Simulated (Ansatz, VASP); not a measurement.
# Cross-check of Te2Mo between VASP and Ansatz, part 2 of 3

Wanted: the spread between two codes on one cell, functional and k mesh. The cell is taken from a series of VASP runs on this material, whose earlier steps may have relaxed, scaled or displaced it; both programs get it as it stands.

VASP 6.6.1 and Ansatz 0.2.0.

So far: Set-up; VASP: band structure, LDA, DFT+U.

## (3) Ansatz: band structure, LDA, DFT+U

Level of this step: Ansatz beside VASP: Kohn-Sham DFT, plane waves, LDA, DFT+U (Ansatz).

Ansatz runs on its default PAW (the set named soft_2) files.

The same cell, functional (in two slightly different forms), mesh and smearing now go to Ansatz, which takes its cutoff from its data sets.

Contents of input.yaml:

```yaml
crystal:
  lattice:
    - [3.5182, 0.0, 0.0]
    - [-1.7591, 3.0468505756, 0.0]
    - [0.0, 0.0, 13.9736]
  atoms:
    - { symbol: Te, position: [0.6666666667, 0.3333333333, 0.3777982746] }
    - { symbol: Te, position: [0.3333333333, 0.6666666667, 0.8777982746] }
    - { symbol: Te, position: [0.6666666667, 0.3333333333, 0.1222017254] }
    - { symbol: Te, position: [0.3333333333, 0.6666666667, 0.6222017254] }
    - { symbol: Mo, position: [0.6666666667, 0.3333333333, 0.75] }
    - { symbol: Mo, position: [0.3333333333, 0.6666666667, 0.25] }
hamiltonian:
  xc: lda
  pseudopotentials: { kind: paw }
  hubbard: { sites: [{ species: Mo, l: d, u_eff: 4.38 }] }
kpoints:
  mp_grid: { grid: [8, 8, 2] }
  band_path:
    path:
      - [0.0, 0.0, 0.0]
      - [0.14286, 0.0, 0.0]
      - [0.28571, 0.0, 0.0]
      - [0.5, 0.0, 0.0]
      - [0.47619, 0.04762, 0.0]
      - [0.40476, 0.19048, 0.0]
      - [0.35714, 0.28571, 0.0]
      - [0.28571, 0.28571, 0.0]
      - [0.19048, 0.19048, 0.0]
      - [0.04762, 0.04762, 0.0]
      - [0.0, 0.0, 0.0]
      - [0.0, 0.0, 0.14286]
      - [0.0, 0.0, 0.35714]
      - [0.0, 0.0, 0.5]
      - [0.14286, 0.0, 0.5]
      - [0.28571, 0.0, 0.5]
      - [0.5, 0.0, 0.5]
      - [0.47619, 0.04762, 0.5]
      - [0.40476, 0.19048, 0.5]
      - [0.35714, 0.28571, 0.5]
      - [0.33333, 0.33333, 0.5]
      - [0.19048, 0.19048, 0.5]
      - [0.09524, 0.09524, 0.5]
      - [0.5, 0.0, 0.5]
      - [0.5, 0.0, 0.35714]
      - [0.5, 0.0, 0.14286]
      - [0.5, 0.0, 0.0]
      - [0.33333, 0.33333, 0.14286]
      - [0.33333, 0.33333, 0.28571]
      - [0.33333, 0.33333, 0.5]
    npoints: 1
scf:
  occupations: { method: gaussian, width: 0.03 }
  n_extra_bands: 9
output:
  forces: true
  stress: true
  eigenvalues: true
  write_density: true
  write_potential: true
  elf: true
  volumetric_format: npy
```

Command:

```bash
$ ansatz run input.yaml --threads 4 --pin off --max-ram 9216MiB --backend cpu --events-out ev --progress --plain --runs-dir out
```

Numbers of over 12 decimals in the logs are rounded to 6 here.

The log of the run:

```text
Te: projections on atomic orbitals take those of the free atom [Kr] 4d10 5s2 5p4, of charge +0.00 (hamiltonian.pseudopotentials.projection_atoms); the dataset's partial waves leave at most 7.8e-6 of an orbital's norm unspanned inside its sphere
Mo: projections on atomic orbitals take those of the free atom [Ar 3d10] 4s2 4p6 4d5 5s1, of charge +0.00 (hamiltonian.pseudopotentials.projection_atoms); the dataset's partial waves leave at most 6.0e-6 of an orbital's norm unspanned inside its sphere
scf.n_extra_bands = 9 over 46 filled bands (N_el = 92.0): the run solves 55 bands
Engine: ansatz 0.2.0, aarch64-unknown-linux-gnu
Pseudopotentials: kind: paw
Pseudopotential: Te, paw, valence charge 16, recommended cutoff 420 eV (normal), Te.paw.azcp
Pseudopotential: Mo, paw, valence charge 14, recommended cutoff 420 eV (normal), Mo.paw.azcp
Functional definition: SPW92
  exchange = slater_x
  correlation = pw_c
Crystal: 6 atoms, lattice volume = 149.789 Å³
Basis set: ecut = 420 eV, 2909 PW (Γ)
Bands: 55, of which v1, the nominal top of the filled ones, is band 46 counted from 1 (45 counted from 0)
Symmetry: 24 space group operations
Space group: P63/mmc (ITA 194), of the structure as read, at distance tolerance 5.3e-5 Å
k-points: 20 of 128
Non-local potential: Te, projectors of the file, l = 0: 2, l = 1: 2, l = 2: 2, l = 3: 2
Non-local potential: Mo, projectors of the file, l = 0: 3, l = 1: 2, l = 2: 2, l = 3: 1
PAW form: soft (Blöchl's): semilocal exchange-correlation on the pseudo side does not see the compensation charge
PAW frozen core: Te, regenerated for the run's functional, and the local potential with it (the file was generated under x = pbe(κ = 0.804, μ = 0.219515), c = pbe(β = 0.066725))
PAW frozen core: Mo, regenerated for the run's functional, and the local potential with it (the file was generated under x = pbe(κ = 0.804, μ = 0.219515), c = pbe(β = 0.066725))
PAW one-centre angular grid: Te, 590 points (default); XC on 64 Gauss nodes
PAW one-centre angular grid: Mo, 590 points (default); XC on 64 Gauss nodes
Initial density: superposition of atomic densities (chi_scale 0.1, normalization cell, long waves of neutral atoms under a Hubbard term (reshape's long-wave potential 0.01 eV rms, cloud 2.92 Å wide))
Initial wavefunctions: pseudopotential atomic-orbital guess
Functional: x = slater, c = lda
SCF iter   1: F=—  HF=-36987.000324 eV  |F-HF|=—  |Δ(HF+E_count)|=         —  Δρ=5.65e-2  dr2=6.76e0  ethr=3.10e-3  ⟨swp⟩=7.9  Hψ=4290  notcnv=0
preconditioner: auto → Resta (q_TF=auto, 2.515 Å⁻¹)  ε∞=6.7  [insulator: Δε(μ)=0.797 eV  Ē_g=7.639 eV  σ=0.030 eV  W_gap=1.00  n_scr=52 (ndim 8)  ℏωp=18.2 eV  f_vac=0.009  D(μ)=0.00/eV (n_scr^D=0)  ε∞_Penn≈6.7]
SCF iter   2: F=—  HF=-36985.684996 eV  |F-HF|=—  |Δ(HF+E_count)|=    1.32e0  Δρ=2.08e-2  dr2=2.41e0  ethr=3.10e-3  ⟨swp⟩=3.0  Hψ=2026  notcnv=0  defer=41
SCF iter   3: F=—  HF=-36985.507987 eV  |F-HF|=—  |Δ(HF+E_count)|=   1.77e-1  Δρ=1.27e-2  dr2=5.31e-1  ethr=2.62e-3  ⟨swp⟩=2.1  Hψ=1287  notcnv=0  defer=41
SCF iter   4: F=—  HF=-36985.406585 eV  |F-HF|=—  |Δ(HF+E_count)|=   1.01e-1  Δρ=1.94e-3  dr2=9.23e-3  ethr=5.78e-4  ⟨swp⟩=2.8  Hψ=1598  notcnv=0  defer=41
SCF iter   5: F=—  HF=-36985.406896 eV  |F-HF|=—  |Δ(HF+E_count)|=   3.11e-4  Δρ=7.55e-4  dr2=1.46e-3  ethr=1.00e-5  ⟨swp⟩=1.9  Hψ=1369  notcnv=0  defer=41
SCF iter   6: F=—  HF=-36985.406776 eV  |F-HF|=—  |Δ(HF+E_count)|=   1.20e-4  Δρ=2.30e-4  dr2=2.86e-4  ethr=1.58e-6  ⟨swp⟩=2.0  Hψ=1411  notcnv=0  defer=41
SCF iter   7: F=—  HF=-36985.406759 eV  |F-HF|=—  |Δ(HF+E_count)|=   1.66e-5  Δρ=5.64e-5  dr2=1.43e-5  ethr=3.11e-7  ⟨swp⟩=2.0  Hψ=1298  notcnv=0  defer=41
SCF iter   8: F=—  HF=-36985.406750 eV  |F-HF|=—  |Δ(HF+E_count)|=   9.68e-6  Δρ=1.52e-5  dr2=7.33e-7  ethr=1.55e-8  ⟨swp⟩=1.9  Hψ=1179  notcnv=0  defer=41
SCF iter   9: F=-36985.406750 eV  HF=-36985.406750 eV  |F-HF|=1.72e-9  |Δ(HF+E_count)|=   1.02e-7  Δρ=2.17e-6  dr2=9.29e-9  ethr=1.09e-10  ⟨swp⟩=16.7  Hψ=7784  notcnv=0
SCF 1 converged in 9 iterations: F = -36985.406750 eV  dr2 = 9.29e-9
  greatest PAW one-centre occupation: 0.999 electrons in one spin orbital (limit 2), on the Te atom at site 3 (counted from 0), in its partial waves of l = 2
NSCF: frozen V_eff on 30 k-points
SCF converged after 9 iterations
Free energy (F): -36985.406750 eV
Harris-Foulkes:  -36985.406750 eV  (|F-HF|=1.72e-9)
Internal energy: -36985.406750 eV  (E = F + TS)
E sigma→0 (E₀):  -36985.406750 eV
Fermi energy:    12.449416 eV
--- Per-component energies (eV) ---
  E_band       = -1168.371463
  E_kinetic    = 1616.713394
  E_local      = -7538.417595  (includes V_loc(G=0)·N_el)
  E_nonlocal   = -919.911180
  E_hartree    = 4192.299864
  E_xc         = -862.689880
  E_vxc        = -880.032737  (∫ρ·V_xc dr)
  E_hubbard    = 10.792213  (on-site DFT+U / exact-exchange correction)
  E_vhub       = -2.742238  (the Hubbard potential's part of the band-sum identity)
  E_paw        = -24221.534785  (= ΣΔE_a)
  E_vpaw       = -1828.581625  (= ΣTr[D̂ρ^β])
  E_aug_tail   = -0.000657  (compensation charges beyond the density's cutoff)
  E_ewald      = -9266.318401
  E_core_change = 3.660277  (= ΣΔE_core)
  E_smearing   = -0.000000  (= −TS)
  E_closure    = 0.000000  (closes the sum)
  Σ components = -36985.406750   (vs F -36985.406750, Δ=0.00e0)
--- Forces (eV/Å), atoms counted from 1 ---
  atom   1  Te    -0.00000000    -0.00000000    -0.14044168
  atom   2  Te    -0.00000000     0.00000000    -0.14044168
  atom   3  Te     0.00000000    -0.00000000     0.14044168
  atom   4  Te    -0.00000000     0.00000000     0.14044168
  atom   5  Mo     0.00000000    -0.00000000     0.00000000
  atom   6  Mo    -0.00000000     0.00000000     0.00000000
  max |Σ_I F_I| component: 1.16e-17 eV/Å
--- Stress (GPa, compression-positive) ---
       -2.877528      -0.000000       0.000000
        0.000000      -2.877528       0.000000
        0.000000       0.000000      -2.010242
  P = ⅓ Tr σ = -2.5884 GPa (-25.884 kbar)
--- Band table (eV; the first three rows and the last of 20) ---
  k-point 0: bands = [... 42 lower, 11.0799, 11.0799, 11.8358, 12.0041, 15.0353, 15.0353, 15.1565, 15.1565, ... 5 higher]
  k-point 1: bands = [... 42 lower, 11.0631, 11.0631, 11.9597, 11.9597, 15.0703, 15.0703, 15.0703, 15.0703, ... 5 higher]
  k-point 2: bands = [... 42 lower, 10.9475, 11.0223, 11.7621, 12.0418, 14.3614, 14.4539, 14.4880, 14.5173, ... 5 higher]
  k-point 19: bands = [... 42 lower, 10.2200, 10.2200, 11.7229, 11.7229, 13.0139, 13.0139, 13.9075, 13.9075, ... 5 higher]
Occupation matrices written to <dir>
```

It took 4.9 s on 4 threads of Arm Neoverse V2, shared host; peak memory 0.67 GiB; 19 s of CPU time.

## (4) Side by side

Known differences besides the potentials themselves: U acts on the PAW sphere in VASP and on atomic orbitals in Ansatz, so only states and trends compare; the two LDA forms differ slightly; the data sets hold 92 valence electrons in Ansatz (default PAW (the set named soft_2) files) and 52 in VASP; the cutoff is 420 eV in Ansatz and 350 eV in VASP; VASP's log shows a relativistic correction to its local exchange, Ansatz's none. Total energies have different zeros and are not compared.

Compared:

| quantity | Ansatz | VASP | difference |
| --- | --- | --- | --- |
| pressure (GPa) | -2.59 | -0.56 | -2.03 |
| gap over the path points (eV) | 0.744 | 0.670 | +0.074 |

Forces (eV/Å; atoms numbered as in POSCAR):

| atom | Ansatz x, y, z | VASP x, y, z |
| --- | --- | --- |
| Te1 | 0.000, 0.000, -0.140 | 0.000, 0.000, 0.229 |
| Te2 | 0.000, 0.000, -0.140 | 0.000, 0.000, 0.229 |
| Te3 | 0.000, 0.000, 0.140 | 0.000, 0.000, -0.229 |
| Te4 | 0.000, 0.000, 0.140 | 0.000, 0.000, -0.229 |
| Mo5 | 0.000, 0.000, 0.000 | 0.000, 0.000, 0.000 |
| Mo6 | 0.000, 0.000, 0.000 | 0.000, 0.000, 0.000 |

Levels at points of the path, from each program's valence-band top (eV; 4 filled, then empty):

| k (reciprocal lattice) | Ansatz | VASP |
| --- | --- | --- |
| 0.000 0.000 0.000 | -0.95 -0.95 -0.20 -0.03 3.00 3.00 3.12 | -1.14 -1.06 -0.43 0.00 2.81 2.81 2.92 |
| 0.143 0.000 0.000 | -1.08 -1.05 -0.35 -0.04 2.12 2.30 2.34 | -1.27 -1.01 -0.33 -0.25 1.99 2.11 2.21 |
| 0.286 0.000 0.000 | -1.08 -1.07 -0.99 -0.92 1.11 1.76 1.76 | -1.22 -1.12 -1.11 -1.07 1.06 1.63 1.70 |
| 0.500 0.000 0.000 | -0.98 -0.97 -0.52 -0.26 1.26 1.32 1.41 | -1.12 -1.04 -0.75 -0.48 1.22 1.27 1.44 |
| 0.476 0.048 0.000 | -1.14 -1.08 -0.52 -0.27 1.30 1.30 1.41 | -1.32 -1.18 -0.71 -0.46 1.25 1.26 1.44 |
| 0.405 0.190 0.000 | -1.80 -1.50 -0.50 -0.26 1.08 1.17 1.77 | -1.97 -1.70 -0.58 -0.34 1.09 1.20 1.59 |
| 0.357 0.286 0.000 | -1.75 -1.63 -0.36 -0.12 0.88 0.91 1.36 | -1.93 -1.82 -0.42 -0.18 0.91 0.94 1.17 |
| 0.286 0.286 0.000 | -1.73 -1.51 -0.47 -0.25 0.94 1.12 1.43 | -1.90 -1.71 -0.53 -0.31 0.96 1.13 1.25 |
| 0.190 0.190 0.000 | -1.03 -0.95 -0.77 -0.62 0.74 1.53 1.54 | -1.26 -1.13 -0.81 -0.69 0.67 1.42 1.49 |
| 0.048 0.048 0.000 | -1.09 -0.95 -0.13 0.00 2.66 2.71 2.82 | -1.15 -1.04 -0.23 -0.10 2.46 2.52 2.68 |

The forces differ by 174 meV/Å r.m.s., which is 161.3 % of the r.m.s. force of 0.11 eV/Å (both taken over all components). Among the levels compared at these points, filled levels agree within 235 meV and empty ones within 203 meV.

## (5) VASP: band structure, r2SCAN, DFT+U

The same path points are solved in both programs, so levels can be compared one by one.

Contents of INCAR:

```
SYSTEM = Te2Mo
PREC = Accurate
ENCUT = 350
EDIFF = 1E-06
NELM = 100
ISMEAR = 0
SIGMA = 0.03
LREAL = .FALSE.
ALGO = Normal
METAGGA = R2SCAN
LASPH = .TRUE.
NBANDS = 42
LDAU = .TRUE.
LDAUTYPE = 2
LDAUL = -1 2
LDAUU = 0 2.2
LDAUJ = 0 0
LDAUPRINT = 1
LMAXMIX = 4
LORBIT = 11
LWAVE = .FALSE.
LCHARG = .FALSE.
KPAR = 8
```

Contents of POSCAR:

```
Te2Mo
1.0
    3.5182000000      0.0000000000      0.0000000000
   -1.7591000000      3.0468505756      0.0000000000
    0.0000000000      0.0000000000     13.9736000000
Te Mo
4 2
Direct
    0.6666666667      0.3333333333      0.3777982746
    0.3333333333      0.6666666667      0.8777982746
    0.6666666667      0.3333333333      0.1222017254
    0.3333333333      0.6666666667      0.6222017254
    0.6666666667      0.3333333333      0.7500000000
    0.3333333333      0.6666666667      0.2500000000
```

Contents of KPOINTS:

```
Automatic mesh
0
Gamma
8 8 2
0 0 0
```

Contents of KPOINTS_OPT:

```
Line mode
8
Line-mode
Reciprocal
  0.00000000   0.00000000   0.00000000 GAMMA
  0.50000000   0.00000000   0.00000000 M

  0.50000000   0.00000000   0.00000000 M
  0.33333333   0.33333333   0.00000000 K

  0.33333333   0.33333333   0.00000000 K
  0.00000000   0.00000000   0.00000000 GAMMA

  0.00000000   0.00000000   0.00000000 GAMMA
  0.00000000   0.00000000   0.50000000 A

  0.00000000   0.00000000   0.50000000 A
  0.50000000   0.00000000   0.50000000 L

  0.50000000   0.00000000   0.50000000 L
  0.33333333   0.33333333   0.50000000 H

  0.33333333   0.33333333   0.50000000 H
  0.00000000   0.00000000   0.50000000 A

  0.50000000   0.00000000   0.50000000 L
  0.50000000   0.00000000   0.00000000 M

  0.33333333   0.33333333   0.00000000 K
  0.33333333   0.33333333   0.50000000 H
```

Potentials, in the order of the species: Te and Mo_sv (PBE family, release 64).

Command:

```bash
$ mpirun -np 8 vasp_std
```

The log of the run:

```text
[banner, memory and clock lines left out]
running    8 mpi-ranks, on    1 nodes
[...]
[... a notice as in an earlier step ...]

|                                                                             |
|               ----> ADVICE to this user running VASP <----                  |
|                                                                             |
|     You enforced a specific xc type in the INCAR file but a different       |
|     [... a line on the potential file left out ...]
|     I HOPE YOU KNOW WHAT YOU ARE DOING!                                     |
|                                                                             |

 LDA part: xc-table for (None), standard interpolation
 POSCAR, INCAR and KPOINTS ok, starting setup
[...]
entering main loop
       N       E                     dE             d eps       ncg     rms          rms(c)
DAV:   1     0.180037961094E+03    0.18004E+03   -0.22759E+04  1976   0.842E+02
DAV:   2    -0.150933009582E+03   -0.33097E+03   -0.31619E+03  2016   0.248E+02
[...]
1 F= -.15030059E+03 E0= -.15030059E+03  d E =-.322244E-20
 Start KPOINTS_OPT (optional k-point list driver)
k-point batch [1-20\72]
       N       E                     dE             ncg
DAV:   1    -0.191998206255E+04   -0.24835E+05     2000
DAV:   2    -0.851039727261E+04   -0.65904E+04     2028
DAV:   3    -0.881544992799E+04   -0.30505E+03     2002
DAV:   4    -0.882047463825E+04   -0.50247E+01     1942
DAV:   5    -0.882060488724E+04   -0.13025E+00     2032
DAV:   6    -0.882060822036E+04   -0.33331E-02     1980
DAV:   7    -0.882060836879E+04   -0.14843E-03     2040
DAV:   8    -0.882060837584E+04   -0.70476E-05     1516
DAV:   9    -0.882060837619E+04   -0.35234E-06     1260
[...]
k-point batch [61-72\72]
       N       E                     dE             ncg
DAV:   1     0.536431864866E+04   -0.19810E+05     1200
DAV:   2     0.154176026659E+04   -0.38226E+04     1182
DAV:   3     0.136154932077E+04   -0.18021E+03     1176
DAV:   4     0.135871150083E+04   -0.28378E+01     1152
DAV:   5     0.135864666255E+04   -0.64838E-01     1128
DAV:   6     0.135864433492E+04   -0.23276E-02     1132
DAV:   7     0.135864422999E+04   -0.10493E-03     1150
DAV:   8     0.135864422502E+04   -0.49686E-05      930
DAV:   9     0.135864422479E+04   -0.23329E-06      640
```

From OUTCAR (step 5):

```text
  Total        3.3671515      3.3671515      4.0458455      0.0000000      0.0000000     -0.0000000
  in kB       36.0158159     36.0158159     43.2752803      0.0000000      0.0000000     -0.0000000
  external PRESSURE =      38.4356373 kB  Pullay stress =       0.0000000 kB

 POSITION                                       TOTAL-FORCE (eV/Angst)
 -----------------------------------------------------------------------------------
      1.75910      1.01562      5.27920         0.000000      0.000000      0.327685
     -0.00000      2.03123     12.26600         0.000000     -0.000000      0.327685
      1.75910      1.01562      1.70760         0.000000      0.000000     -0.327685
     -0.00000      2.03123      8.69440         0.000000     -0.000000     -0.327685
      1.75910      1.01562     10.48020        -0.000000     -0.000000     -0.000000
     -0.00000      2.03123      3.49340         0.000000      0.000000     -0.000000
 -----------------------------------------------------------------------------------
    total drift:                               -0.000000      0.000000     -0.000000

  FREE ENERGIE OF THE ION-ELECTRON SYSTEM (eV)
  ---------------------------------------------------
  free  energy   TOTEN  =      -150.3005851847 eV

  energy  without entropy=     -150.3005851847  energy(sigma->0) =     -150.30058518

[... 2 parts as in an earlier step ...]

[... 1 further part left out ...]
[key lines of the parts left out:]
E-fermi :   8.3405
```

The run ends at a pressure of 3.84 GPa, with forces up to 0.33 eV/Å.

## (6) Ansatz: band structure, r2SCAN, DFT+U

The same cell, functional, mesh and smearing now go to Ansatz, which takes its cutoff from its data sets.

The cell is taken from a series of VASP runs on this material, whose earlier steps may have relaxed, scaled or displaced it; both programs get it as it stands.

Edit input.yaml of step 3 so:

```diff
@@ -13,5 +13,5 @@
 hamiltonian:
-  xc: lda
+  xc: r2scan
   pseudopotentials: { kind: paw }
-  hubbard: { sites: [{ species: Mo, l: d, u_eff: 4.38 }] }
+  hubbard: { sites: [{ species: Mo, l: d, u_eff: 2.2 }] }
 kpoints:
@@ -58,5 +58 @@
   eigenvalues: true
-  write_density: true
-  write_potential: true
-  elf: true
-  volumetric_format: npy
```

Command:

```bash
$ ansatz run input.yaml --threads 4 --pin off --max-ram 9216MiB --backend cpu --events-out ev --progress --plain --runs-dir out
```

The log of the run:

```text
[...]
Crystal: 6 atoms, lattice volume = 149.789 Å³
Basis set: ecut = 500 eV, 3795 PW (Γ), exchange–correlation on 108×108×432 points (64 copies of the dense FFT grid, shifted against one another)
Bands: 55, of which v1, the nominal top of the filled ones, is band 46 counted from 1 (45 counted from 0)
Symmetry: 24 space group operations
[...]
k-points: 20 of 128
[...]
k-point 1: bands = [... 42 lower, 11.2030, 11.2030, 12.2297, 12.2297, 15.4484, 15.4484, 15.4484, 15.4484, ... 5 higher]
  k-point 2: bands = [... 42 lower, 11.1534, 11.2751, 12.0692, 12.1784, 14.8059, 14.8770, 14.8941, 14.9367, ... 5 higher]
  k-point 19: bands = [... 42 lower, 10.2950, 10.2950, 12.0274, 12.0274, 13.4530, 13.4530, 14.2766, 14.2766, ... 5 higher]
Occupation matrices written to <dir>
[key lines of the parts left out:]
SCF converged after 9 iterations
Free energy (F): -37910.782515 eV
Fermi energy:    12.800667 eV
P = ⅓ Tr σ = 2.9915 GPa (29.915 kbar)
```

Run time: 8.6 s. Hardware: 4 threads; peak memory 1 GiB; 33 s of CPU time.

## (7) Side by side

What differs besides the data sets and the points named for the pairs above, as far as they apply: VASP keeps PBE cores, Ansatz makes them for the functional; the cutoff is 500 eV in Ansatz and 350 eV in VASP. Total energies have different zeros and are not compared.

Compared:

| quantity | Ansatz | VASP | difference |
| --- | --- | --- | --- |
| pressure (GPa) | 2.99 | 3.84 | -0.85 |
| gap over the path points (eV) | 0.876 | 0.826 | +0.050 |

Forces (eV/Å; atoms numbered as in POSCAR):

| atom | Ansatz x, y, z | VASP x, y, z |
| --- | --- | --- |
| Te1 | 0.000, 0.000, 0.141 | 0.000, 0.000, 0.328 |
| Te2 | 0.000, 0.000, 0.141 | 0.000, 0.000, 0.328 |
| Te3 | 0.000, 0.000, -0.141 | 0.000, 0.000, -0.328 |
| Te4 | 0.000, 0.000, -0.141 | 0.000, 0.000, -0.328 |
| Mo5 | 0.000, 0.000, 0.000 | 0.000, 0.000, 0.000 |
| Mo6 | 0.000, 0.000, 0.000 | 0.000, 0.000, 0.000 |

Levels at points of the path, from each program's valence-band top (eV; 4 filled, then empty):

| k (reciprocal lattice) | Ansatz | VASP |
| --- | --- | --- |
| 0.000 0.000 0.000 | -1.10 -1.09 -0.36 0.00 3.09 3.09 3.21 | -1.21 -1.07 -0.49 0.00 2.98 2.98 3.10 |
| 0.143 0.000 0.000 | -1.21 -1.04 -0.34 -0.19 2.28 2.44 2.46 | -1.33 -1.03 -0.34 -0.31 2.20 2.33 2.39 |
| 0.286 0.000 0.000 | -1.21 -1.11 -1.09 -1.08 1.26 1.82 1.88 | -1.26 -1.19 -1.19 -1.10 1.23 1.75 1.84 |
| 0.500 0.000 0.000 | -1.04 -1.01 -0.68 -0.41 1.35 1.42 1.58 | -1.13 -1.06 -0.81 -0.54 1.32 1.38 1.58 |
| 0.476 0.048 0.000 | -1.25 -1.15 -0.63 -0.39 1.39 1.40 1.58 | -1.36 -1.22 -0.74 -0.50 1.36 1.37 1.58 |
| 0.405 0.190 0.000 | -2.01 -1.72 -0.49 -0.27 1.22 1.32 1.86 | -2.10 -1.83 -0.56 -0.32 1.21 1.32 1.77 |
| 0.357 0.286 0.000 | -1.98 -1.85 -0.33 -0.11 1.02 1.06 1.44 | -2.07 -1.95 -0.38 -0.16 1.02 1.06 1.35 |
| 0.286 0.286 0.000 | -1.94 -1.73 -0.45 -0.24 1.09 1.26 1.52 | -2.03 -1.84 -0.49 -0.29 1.08 1.25 1.43 |
| 0.190 0.190 0.000 | -1.23 -1.12 -0.80 -0.67 0.88 1.62 1.66 | -1.36 -1.22 -0.83 -0.72 0.83 1.55 1.62 |
| 0.048 0.048 0.000 | -1.10 -1.06 -0.15 -0.10 2.77 2.83 2.95 | -1.21 -1.05 -0.28 -0.10 2.66 2.72 2.86 |

The forces differ by 88 meV/Å r.m.s., which is 57.0 % of the r.m.s. force of 0.15 eV/Å (both taken over all components). Among the levels compared at these points, filled levels agree within 131 meV and empty ones within 110 meV.

(Continued in part 3 of 3.)

[Lines on the potential files, build, host, timing and source positions are cut from VASP's logs without a mark.]

[Logs are printed without paths, hosts, clocks, repeated set-up lines and the standing remarks that a program may print on its own settings, such as how far it seeks lower states.]

[Hosts, paths, dates, database ids (printed as entryN), source tags and the programs' standing remarks are cut or masked in the printed files.]
